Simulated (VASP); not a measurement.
Crystal: Bi.

```
CELL_PARAMETERS angstrom
2.26750 1.30914 3.93800
-2.26750 1.30914 3.93800
0.00000 -2.61828 3.93800
ATOMIC_POSITIONS crystal
Bi 0.23400 0.23400 0.23400
Bi 0.76600 0.76600 0.76600
```

* Program: VASP 6.6.1
* Task: relaxation of cell and atoms
* Functional: PBEsol
* Potentials or basis: VASP PAW PBE potentials, release 64 (Bi_d)
* Cutoff: 300 eV
* k mesh: 12 × 12 × 12
* Occupations: gaussian, width 0.1 eV
* Spin: no spin polarisation

At the start: pressure -0.7 GPa; volume 35.07 Å³/atom.

Problem. How do energy, volume and symmetry change on relaxing?

Solution. Over 12 steps the energy falls by 6.0 meV/atom and the volume is 33.92 Å³/atom (-3.3 %); space group R-3m (No. 166, to 0.05 Å).

Step by step:
| step | energy change (eV) | largest force (eV/Å) | pressure (GPa) | volume (Å³) |
| --- | --- | --- | --- | --- |
| 1 | 0.0000 | 0.1590 | -0.72 | 70.14 |
| 2 | -0.0054 | 0.1992 | 0.21 | 68.55 |
| 3 | -0.0054 | 0.2030 | 0.31 | 68.39 |
| 4 | -0.0095 | 0.0960 | 0.16 | 68.18 |
| 5 | -0.0109 | 0.0043 | 0.04 | 67.96 |
| 6 | -0.0115 | 0.0040 | -0.06 | 68.04 |
| 7 | -0.0118 | 0.0038 | -0.17 | 68.13 |
| 8 | -0.0118 | 0.0298 | 0.18 | 67.65 |
| 9 | -0.0119 | 0.0132 | 0.00 | 67.89 |
| 10 | -0.0119 | 0.0134 | 0.01 | 67.89 |
| 11 | -0.0119 | 0.0083 | 0.01 | 67.87 |
| 12 | -0.0119 | 0.0022 | 0.00 | 67.84 |

Final structure:
```
CELL_PARAMETERS angstrom
2.25673 1.30292 3.84514
-2.25673 1.30292 3.84514
0.00000 -2.60584 3.84514
ATOMIC_POSITIONS crystal
Bi 0.23750 0.23750 0.23750
Bi 0.76250 0.76250 0.76250
```

Caveat: the cutoff is under 1.25 times the usual one of these potentials, so pressure, stress and relaxed cells hold a basis-set (Pulay) error; the PAW data sets were made with another functional, which shifts forces and pressure a little.
